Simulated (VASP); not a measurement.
A convergence study with VASP on Ru (hcp): one setting is varied, all else stays as given below, so the limit is that of these other settings. Each run relaxes cell and ions from the cell shown. The basis is that of the starting cell, so low cut-offs carry a Pulay error.

```yaml
crystal:
  lattice:
    - [1.35500, -2.34693, 0.00000]
    - [1.35500, 2.34693, 0.00000]
    - [0.00000, 0.00000, 4.28000]
  atoms:
    - { symbol: Ru, position: [0.33333, 0.66667, 0.25000] }
    - { symbol: Ru, position: [0.66667, 0.33333, 0.75000] }
```

The numbers are results of PBE GGA, VASP's PBE PAW potentials (set 64) (plane waves; VASP 6.6.1), not measurements. The tightest run used: 700 eV cut-off, 13×13×8 Γ-centred mesh, first-order Methfessel-Paxton smearing of 0.10 eV, potentials Ru_pv.

```
setting      relaxed volume (Å³/atom)  E (eV/atom)  plane waves
-----------  ------------------------  -----------  -----------
ENCUT = 200                    12.157      -9.3262          183
ENCUT = 250                    13.520      -9.2276          264
ENCUT = 300                    13.729      -9.2400          336
```

These are the cheaper rows. Estimate the results at ENCUT = 700, and how far the last row shown lies from them.

| quantity | tightest run | last row shown is off by |
|---|---|---|
| relaxed volume (Å³/atom) | 13.763 | -0.035 |
| E (eV/atom) | -9.2340 | -0.0060 |

Left out are rungs that failed or repeat a setting and relaxations that didn't move; long series are thinned to 24 rows.

The compound is Ru in the hcp structure.
